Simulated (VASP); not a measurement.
Method: PBEsol GGA, VASP's PBE PAW potentials (set 64) (plane waves; VASP).

VASP input:

**KPOINTS**
```
k-points along high-symmetry lines
8
Line-mode
Reciprocal
  0.000000   0.000000   0.000000 ! GAMMA
 -0.500000  -0.500000   0.000000 ! Y

 -0.500000  -0.500000   0.000000 ! Y
 -0.625000  -0.375000   0.000000 ! C_0

 -0.375000   0.375000   0.000000 ! SIGMA_0
  0.000000   0.000000   0.000000 ! GAMMA

  0.000000   0.000000   0.000000 ! GAMMA
  0.500000   0.500000   0.500000 ! Z

  0.500000   0.500000   0.500000 ! Z
  0.125000   0.875000   0.500000 ! A_0

 -0.125000   0.125000   0.500000 ! E_0
  0.000000   0.000000   0.500000 ! T

  0.000000   0.000000   0.500000 ! T
 -0.500000  -0.500000   0.000000 ! Y

  0.000000   0.000000   0.000000 ! GAMMA
 -0.500000   0.000000   0.000000 ! S

 -0.500000   0.000000   0.000000 ! S
  0.000000   0.500000   0.500000 ! R

  0.000000   0.500000   0.500000 ! R
  0.500000   0.500000   0.500000 ! Z

  0.500000   0.500000   0.500000 ! Z
  0.000000   0.000000   0.500000 ! T
```

### POSCAR
```
NbZr3C4
1
   -0.0038930323     4.6121533261     4.6070418186
    4.6121533261    -0.0038930323     4.6070418186
    2.3041301469     2.3041301469     0.0000000000
Zr C Nb
3 4 1
Direct
  0.0000000000   0.0000000000   0.0000000000
  0.0000000000   0.5000000000   0.0000000000
  0.5000000000   0.0000000000   0.0000000000
  0.2545203351   0.2545203351   0.4909593298
  0.2584745536   0.7415254464   0.5000000000
  0.7415254464   0.2584745536   0.5000000000
  0.7454796649   0.7454796649   0.5090406702
  0.5000000000   0.5000000000   0.0000000000
```

### INCAR
```
SYSTEM  =  NbZr3C4
PREC  =  Accurate; ENCUT  =  520; LREAL  =  .FALSE.
LASPH  =  .TRUE.; ICHARG  =  11
EDIFF  =  1E-7; NELM  =  100; ALGO  =  Normal
LMAXMIX  =  4
ISMEAR  =  0; SIGMA  =  0.05
GGA  =  PS
LWAVE  =  .FALSE.; LCHARG  =  .FALSE.; LORBIT  =  11
```

POTCAR, in this order: Zr_sv C Nb_sv (PBE.64 set). Program: vasp_std. Read from the step before: CHGCAR.

Output of the run:

### OUTCAR
```
 ion  position               nearest neighbor table
   1  0.000  0.000  0.000-   7 2.35   4 2.35   6 2.35   5 2.35   5 2.35   6 2.35   3 3.26   2 3.26
                             3 3.26   2 3.26   2 3.26   2 3.26   3 3.26   3 3.26   8 3.26   8 3.26
   2  0.000  0.500  0.000-   6 2.30   5 2.30   7 2.31   4 2.31   4 2.31   7 2.31   1 3.26   1 3.26
                             8 3.26   8 3.26   1 3.26   1 3.26   8 3.26   8 3.26   3 3.26   3 3.26
   3  0.500  0.000  0.000-   5 2.30   6 2.30   7 2.31   4 2.31   4 2.31   7 2.31   1 3.26   1 3.26
                             8 3.26   8 3.26   8 3.26   8 3.26   1 3.26   1 3.26   2 3.26   2 3.26
   4  0.255  0.255  0.491-   8 2.26   3 2.31   2 2.31   3 2.31   2 2.31   1 2.35
   5  0.258  0.742  0.500-   8 2.27   8 2.27   3 2.30   2 2.30   1 2.35   1 2.35
   6  0.742  0.258  0.500-   8 2.27   8 2.27   2 2.30   3 2.30   1 2.35   1 2.35
   7  0.745  0.745  0.509-   8 2.26   3 2.31   2 2.31   2 2.31   3 2.31   1 2.35
   8  0.500  0.500  0.000-   4 2.26   7 2.26   6 2.27   5 2.27   5 2.27   6 2.27   2 3.26   3 3.26
                             2 3.26   3 3.26   3 3.26   3 3.26   2 3.26   2 3.26   1 3.26   1 3.26
  LATTYP: Found a base centered orthorhombic cell.
 ALAT       =     6.5280753646
 B/A-ratio  =     1.4114548504
 C/A-ratio  =     0.4991566306
 Subroutine PRICEL returns:
 Original cell was already a primitive cell.
 Subroutine GETGRP returns: Found  8 space group operations
The static configuration has the point symmetry D_2h.
The dynamic configuration has the point symmetry D_2h.
 Subroutine INISYM returns: Found  8 space group operations
   k-points           NKPTS =     88   k-points in BZ     NKDIM =     88   number of bands    NBANDS=     39
   number of dos      NEDOS =    301   number of ions     NIONS =      8
   total plane-waves  NPLWV =  55296
   dimension x,y,z NGX =    48 NGY =   48 NGZ =   24
   dimension x,y,z NGXF=    96 NGYF=   96 NGZF=   48
   ions per type =               3   4   1
   PREC   = accura    normal or accurate (medium, high low for compatibility)
   ISTART =      0    job   : 0-new  1-cont  2-samecut
   ICHARG =     11    charge: 1-file 2-atom 10-const
   ISPIN  =      1    spin polarized calculation?
   LNONCOLLINEAR =      F non collinear calculations
   LSORBIT =      F    spin-orbit coupling
   INIWAV =      1    electr: 0-lowe 1-rand  2-diag
   ENCUT  =  520.0 eV  38.22 Ry    6.18 a.u.  12.12 12.12  6.06*2*pi/ulx,y,z
   NELM   =    100;   NELMIN=  2; NELMDL= -5     # of ELM steps
   EDIFF  = 0.1E-06   stopping-criterion for ELM
   LREAL  =      F    real-space projection
...
```

OSZICAR:
```
       N       E                     dE             d eps       ncg     rms          rms(c)
DAV:   1     0.663450716509E+03    0.66345E+03   -0.35390E+04  6864   0.170E+03
DAV:   2    -0.138281050422E+02   -0.67728E+03   -0.65620E+03  7931   0.538E+02
DAV:   3    -0.782592077700E+02   -0.64431E+02   -0.62552E+02 11641   0.127E+02
DAV:   4    -0.824392842046E+02   -0.41801E+01   -0.41331E+01 10273   0.299E+01
DAV:   5    -0.826682150497E+02   -0.22893E+00   -0.22850E+00 10872   0.721E+00
DAV:   6    -0.826765694801E+02   -0.83544E-02   -0.83497E-02 10569   0.126E+00
DAV:   7    -0.826770832257E+02   -0.51375E-03   -0.51364E-03 10896   0.304E-01
DAV:   8    -0.826771128457E+02   -0.29620E-04   -0.29617E-04  9771   0.569E-02
DAV:   9    -0.826771151927E+02   -0.23470E-05   -0.23463E-05  9576   0.166E-02
DAV:  10    -0.826771153650E+02   -0.17230E-06   -0.17308E-06  7060   0.385E-03
DAV:  11    -0.826771153797E+02   -0.14751E-07   -0.14136E-07  6015   0.148E-03
   1 F= -.82677115E+02 E0= -.82675913E+02  d E =-.240404E-02
```

OUTCAR:
```
 val. band max:       10.4554855857   @ k =  -0.2143  -0.2143   0.0000

 cond. band min:      10.4764803315   @ k =  -0.2857   0.0000   0.0000



 k-point     1 :       0.0000    0.0000    0.0000
  band No.  band energies     occupation
      1     -44.6684      2.00000
      2     -37.6560      2.00000
      3     -37.4458      2.00000
      4     -37.4218      2.00000
      5     -20.8281      2.00000
      6     -20.7925      2.00000
      7     -20.6396      2.00000
      8     -16.2984      2.00000
      9     -16.1080      2.00000
     10     -15.8370      2.00000
     11     -15.6237      2.00000
     12     -15.5041      2.00000
     13     -15.3672      2.00000
     14     -15.3454      2.00000
     15     -15.3450      2.00000
     16     -15.3385      2.00000
     17      -1.4453      2.00000
     18      -0.1987      2.00000
     19       1.8410      2.00000
     20       2.0826      2.00000
     21       4.3758      2.00000
     22       4.5660      2.00000
     23       6.6777      2.00000
     24       6.6953      2.00000
     25       7.0426      2.00000
     26       7.0474      2.00000
     27       7.9459      2.00000
     28       8.0059      2.00000
     29      10.1897      2.00000
     30      10.2015      2.00000
     31      10.7754      0.00000
     32      10.8048      0.00000
     33      10.8930      0.00000
     34      11.1490      0.00000
     35      11.1505      0.00000
     36      11.1621      0.00000
     37      12.5214      0.00000
     38      12.6418      0.00000
     39      13.8675      0.00000

 k-point     2 :      -0.0714   -0.0714    0.0000
  band No.  band energies     occupation
      1     -44.6684      2.00000
      2     -37.6552      2.00000
      3     -37.4467      2.00000
      4     -37.4219      2.00000
      5     -20.8276      2.00000
      6     -20.7917      2.00000
      7     -20.6396      2.00000
      8     -16.2887      2.00000
      9     -16.1004      2.00000
     10     -15.8396      2.00000
...
```

The density is held fixed in this step, so its total energy and stress have no physical meaning.

The structure was generated: NbZr3C4 was put into an ordered model structure (Cmmm), which need not be its known phase. It was relaxed first. The electron count is odd and the run is not spin-polarised, which forces a metal.
